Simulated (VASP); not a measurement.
Given:

```
ZrSe2
1.0
    1.83215    -3.17338     0.00000
    1.83215     3.17338     0.00000
    0.00000     0.00000     6.14648
Zr Se
1 2
Cartesian
  0.00000   0.00000   0.00000
  1.83215   1.05779   1.62211
  1.83215  -1.05779   4.52438
```

All values below come from PBEsol GGA, VASP's PBE PAW potentials (set 64) (plane waves; VASP). Settings: 480 eV cut-off, 6×6×4 Γ-centred mesh, Gaussian smearing of 0.050 eV, potentials Zr_sv Se.

Without a dispersion term in the relaxation, distances and binding between the weakly bound layers, chains or molecules are unreliable, and so is what depends on them.

Task: Predict the energy per atom (σ→0), pressure, band gap (on the k-mesh) with the smallest direct gap where there is one.

Result: 
```json
{
  "band gap (on the k-mesh)": "none (metal, semimetal or under 0.01 eV)",
  "energy per atom (σ→0)": "-6923 meV/atom",
  "pressure": "1.58 GPa"
}
```

The absolute energy has meaning only against runs of the same code, potentials and settings.

The compound is ZrSe2 in the 1T layered structure. This cell was strained or had an atom moved on purpose. Symmetry was kept, so distortions that lower it aren't found. The k-mesh is coarse (spacing up to 0.33 per Å, 2π included), so the numbers may not be converged in it.
